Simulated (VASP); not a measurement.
Consider the following.

```yaml
crystal:
  lattice:
    - [-2.71364, 2.71364, 5.34381]
    - [2.71364, -2.71364, 5.34381]
    - [2.71364, 2.71364, -5.34381]
  atoms:
    - { symbol: Zn, position: [0.00000, 0.00000, 0.00000] }
    - { symbol: Zn, position: [0.75000, 0.25000, 0.50000] }
    - { symbol: Ge, position: [0.50000, 0.50000, 0.00000] }
    - { symbol: Ge, position: [0.25000, 0.75000, 0.50000] }
    - { symbol: P, position: [0.87500, 0.87285, 0.49785] }
    - { symbol: P, position: [0.12715, 0.62500, 0.00215] }
    - { symbol: P, position: [0.37500, 0.37715, 0.50215] }
    - { symbol: P, position: [0.62285, 0.12500, 0.99785] }
```

These are PBEsol GGA, VASP's PBE PAW potentials (set 64) (plane waves; VASP) values and carry that method's errors. Numerical set-up: 400 eV cut-off, 10×10×10 Γ-centred mesh, Gaussian smearing of 0.010 eV, potentials Zn Ge_d P.

Q: What does the run give for the energy per atom (σ→0)?

A: 
| Quantity | Result |
|---|---|
| energy per atom (σ→0) | -455.4 kJ/mol-atom |

Total energies compare only between runs with the same potentials, cut-off and functional.

The compound is ZnGeP2 in the chalcopyrite structure. It was relaxed first.
